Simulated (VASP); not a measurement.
All values below come from PBEsol GGA, VASP's PBE PAW potentials (set 64) (plane waves; VASP).

VASP input:

File POSCAR:
```
HgTe
1.0
  3.5100000000   0.0000000000   0.0000000000
  0.0000000000   3.5100000000   0.0000000000
  0.0000000000   0.0000000000   3.5100000000
Hg Te
1 1
Cartesian
  0.0000000000   0.0000000000   0.0000000000
  1.7550000000   1.7550000000   1.7550000000
```

### KPOINTS
```
Automatic mesh
0
Gamma
7 7 7
0 0 0
```

INCAR:
```
! general
SYSTEM =HgTe
PREC   =Accurate
ENCUT  =400   ! plane-wave cut-off (eV)
LREAL  =.False.   ! projection in real space or not
LASPH  =.True.   ! aspherical one-centre terms

! electronic loop
EDIFF  =1E-6
NELM   =100   ! most electronic steps
ALGO   =Normal   ! blocked Davidson
LMAXMIX=6

! smearing
ISMEAR =0   ! Gaussian
SIGMA  =0.05

! functional
GGA    =PS   ! PBEsol

! ions
IBRION =2   ! conjugate gradients
NSW    =60
ISIF   =3
EDIFFG =-0.01   ! ionic stop

! output
LWAVE  =.False.
LCHARG =.False.
```

POTCAR, in this order: Hg Te (PBE.64 set). Program: vasp_std.

Output

OSZICAR:
```
       N       E                     dE             d eps       ncg     rms          rms(c)
DAV:   1     0.913008635890E+02    0.91301E+02   -0.75257E+03   552   0.103E+03
DAV:   2    -0.752928814328E+00   -0.92054E+02   -0.87965E+02   610   0.256E+02
DAV:   3    -0.344678131421E+01   -0.26939E+01   -0.26832E+01   610   0.445E+01
DAV:   4    -0.346270369625E+01   -0.15922E-01   -0.15921E-01   590   0.360E+00
DAV:   5    -0.346291077369E+01   -0.20708E-03   -0.20708E-03   615   0.388E-01    0.125E+01
DAV:   6    -0.334477674832E+01    0.11813E+00   -0.32746E-01   585   0.870E+00    0.858E+00
DAV:   7    -0.333756665721E+01    0.72101E-02   -0.52485E-02   575   0.213E+00    0.137E+00
DAV:   8    -0.333637762049E+01    0.11890E-02   -0.80399E-03   550   0.132E+00    0.287E-01
DAV:   9    -0.333634908573E+01    0.28535E-04   -0.42407E-04   580   0.221E-01    0.512E-02
DAV:  10    -0.333635235397E+01   -0.32682E-05   -0.99464E-06   605   0.313E-02    0.248E-02
DAV:  11    -0.333635395490E+01   -0.16009E-05   -0.94224E-07   330   0.118E-02    0.824E-03
DAV:  12    -0.333635386765E+01    0.87248E-07   -0.21186E-07   300   0.645E-03
   1 F= -.33363539E+01 E0= -.33339052E+01  d E =-.333635E+01
       N       E                     dE             d eps       ncg     rms          rms(c)
DAV:   1    -0.148965469258E+02   -0.11560E+02   -0.27349E+02   555   0.213E+02    0.582E+01
DAV:   2    -0.529852071295E+01    0.95980E+01   -0.24901E+01   520   0.645E+01    0.203E+01
DAV:   3    -0.404531085244E+01    0.12532E+01   -0.18150E+00   535   0.138E+01    0.184E+01
DAV:   4    -0.354334023607E+01    0.50197E+00   -0.99551E-01   535   0.951E+00    0.652E+00
DAV:   5    -0.353211152351E+01    0.11229E-01   -0.30636E-02   550   0.168E+00    0.316E+00
DAV:   6    -0.352902449329E+01    0.30870E-02   -0.49311E-03   560   0.780E-01    0.351E-01
DAV:   7    -0.352904528157E+01   -0.20788E-04   -0.11702E-03   570   0.447E-01    0.617E-02
DAV:   8    -0.352904071595E+01    0.45656E-05   -0.40118E-05   580   0.749E-02    0.394E-02
DAV:   9    -0.352904208609E+01   -0.13701E-05   -0.41316E-06   508   0.185E-02    0.756E-03
DAV:  10    -0.352904209394E+01   -0.78564E-08   -0.28558E-07   275   0.642E-03
   2 F= -.35290421E+01 E0= -.35261278E+01  d E =-.192688E+00
       N       E                     dE             d eps       ncg     rms          rms(c)
DAV:   1    -0.634629695030E+01   -0.28173E+01   -0.51793E+01   570   0.833E+01    0.103E+01
DAV:   2    -0.383197216559E+01    0.25143E+01   -0.86624E+00   535   0.429E+01    0.284E+00
DAV:   3    -0.369229651134E+01    0.13968E+00   -0.52742E-01   550   0.595E+00    0.184E+00
DAV:   4    -0.366146761382E+01    0.30829E-01   -0.55848E-02   540   0.125E+00    0.761E-01
DAV:   5    -0.365891337770E+01    0.25542E-02   -0.78496E-03   580   0.684E-01    0.661E-01
DAV:   6    -0.365886654016E+01    0.46838E-04   -0.95000E-04   525   0.304E-01    0.259E-01
DAV:   7    -0.365889204208E+01   -0.25502E-04   -0.11625E-04   545   0.939E-02    0.801E-02
DAV:   8    -0.365889453084E+01   -0.24888E-05   -0.90676E-06   585   0.332E-02    0.701E-03
DAV:   9    -0.365889462305E+01   -0.92209E-07   -0.12358E-06   280   0.103E-02
   3 F= -.36588946E+01 E0= -.36567201E+01  d E =-.322541E+00
```

OUTCAR:
```
------------------------ aborting loop because EDIFF is reached ----------------------------------------
  FORCE on cell =-STRESS in cart. coord.  units (eV):
  Direction    XX          YY          ZZ          XY          YZ          ZX
  --------------------------------------------------------------------------------------
  Total       -0.0108581     -0.0108581     -0.0108581     -0.0000000     -0.0000000      0.0000000
  in kB       -0.3403637     -0.3403637     -0.3403637     -0.0000000     -0.0000000      0.0000000
  external PRESSURE =      -0.3403637 kB  Pullay stress =       0.0000000 kB
  volume of cell :       51.11
      direct lattice vectors                 reciprocal lattice vectors
     3.711140856  0.000000000  0.000000000     0.269458918 -0.000000000 -0.000000000
     0.000000000  3.711140856  0.000000000    -0.000000000  0.269458918  0.000000000
     0.000000000 -0.000000000  3.711140856     0.000000000 -0.000000000  0.269458918
 POSITION                                       TOTAL-FORCE (eV/Angst)
 -----------------------------------------------------------------------------------
      0.00000      0.00000      0.00000        -0.000000     -0.000000      0.000000
      1.85557      1.85557      1.85557         0.000000      0.000000      0.000000
 -----------------------------------------------------------------------------------
    total drift:                                0.000000      0.000000      0.000000
  FREE ENERGIE OF THE ION-ELECTRON SYSTEM (eV)
  ---------------------------------------------------
  free  energy   TOTEN  =        -3.6588946230 eV

  energy  without entropy=       -3.6545454921  energy(sigma->0) =       -3.65672006

 reached required accuracy - stopping structural energy minimisation
```
(Selected blocks of OUTCAR.)

File CONTCAR:
```
HgTe
   1.00000000000000
     3.7111408559065806    0.0000000000000000    0.0000000000000000
     0.0000000000000000    3.7111408559065806    0.0000000000000000
     0.0000000000000000   -0.0000000000000000    3.7111408559065806
  Hg              Te
     1     1
Direct
     0.0000000000000000    0.0000000000000000    0.0000000000000000
     0.5000000000000000    0.5000000000000000    0.5000000000000000
```

**OUTCAR**
```
 val. band max:        5.1627229757   @ k =   0.4286   0.2857   0.1429

 cond. band min:       5.2051896882   @ k =   0.4286   0.1429   0.1429


 Fermi energy:         5.1988407079

 k-point     1 :       0.0000    0.0000    0.0000
  band No.  band energies     occupation
      1      -7.3842      2.00000
      2      -1.3302      2.00000
      3      -1.3302      2.00000
      4      -0.7629      2.00000
      5      -0.7629      2.00000
      6      -0.7629      2.00000
      7       3.3382      2.00000
      8       4.3246      2.00000
      9       4.3246      2.00000
     10       4.3246      2.00000
     11      10.9586      0.00000
     12      10.9586      0.00000
     13      15.5535      0.00000

 k-point     2 :       0.1429    0.0000    0.0000
  band No.  band energies     occupation
      1      -7.2136      2.00000
      2      -1.3162      2.00000
      3      -1.2942      2.00000
      4      -0.8419      2.00000
      5      -0.8419      2.00000
      6      -0.7595      2.00000
      7       1.9133      2.00000
      8       4.5970      2.00000
      9       4.5970      2.00000
     10       5.3532      0.00001
     11      10.9880      0.00000
     12      11.7963      0.00000
     13      14.3377      0.00000

 k-point     3 :       0.2857    0.0000    0.0000
  band No.  band energies     occupation
      1      -6.7576      2.00000
      2      -1.4124      2.00000
      3      -1.2840      2.00000
      4      -1.0045      2.00000
      5      -1.0045      2.00000
      6      -0.7514      2.00000
      7       0.4307      2.00000
      8       5.2846      0.01532
      9       5.2846      0.01532
     10       6.3858      0.00000
     11      11.0632      0.00000
     12      11.2048      0.00000
     13      12.5783      0.00000

 k-point     4 :       0.4286    0.0000    0.0000
  band No.  band energies     occupation
      1      -6.2671      2.00000
      2      -1.9992      2.00000
      3      -1.2580      2.00000
...
```

Energy and stress use the plane-wave basis of the starting cell. Unless said otherwise, spin-orbit coupling is left out, though it shifts the bands of the heavy elements here.

The structure was generated: HgTe was put into the CsCl type type (Pm-3m), which need not be its known phase. This run relaxes it. Symmetry was kept, so distortions that lower it aren't found.
